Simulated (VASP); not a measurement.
Runs of VASP 6.6.1 on KAl4. All rows change the cell; the cell of one of them follows. It takes space group P4/mmm (No. 123, tetragonal). Conventional cell: a = 4.014 Å, b = 4.014 Å, c = 7.522 Å, α = 90.00°, β = 90.00°, γ = 90.00°. K (site symmetry 4/mmm) has 2 Al at 2.92 Å as nearest neighbours. Al (site symmetry 4mm) has 1 Al at 1.68 Å as nearest neighbours. Around Al (site symmetry 4mm) lie 1 Al at 1.97 Å. The cell was built by a generator and needn't be a form met in nature.

```tsv
task	cell	k mesh	cutoff (eV)	mesh quality	gap on the mesh (eV)	pressure (GPa)	relaxed volume (Å³/atom)	largest force (eV/Å)
relaxation of cell and atoms	relaxed from: random cell by space group and Wyckoff sites (P4/mmm, No. 123)	4 × 4 × 2	600	coarse	none	-0.1	26.62	0.02
single point	random cell by space group and Wyckoff sites (P4/mmm, No. 123)	4 × 4 × 2	520	coarse	none	0.3	-	0.02
relaxation of cell and atoms	relaxed from: random cell by space group and Wyckoff sites (P4/mmm, No. 123)	10 × 10 × 4	600	not flagged	none	0.0	27.05	-
single point	random cell by space group and Wyckoff sites (P4/mmm, No. 123)	10 × 10 × 4	520	not flagged	none	0.0	-	(a)
```

Alike in all rows: level PBE; potentials or basis VASP PAW PBE potentials, release 64 (K_sv, Al); no spin polarisation; smearing gaussian 0.1 eV.

Fill in the values left out.

(a) 0.01.

Caveats: some runs use coarse meshes.

A gap of «none» marks a metal or a gap under the smearing width.
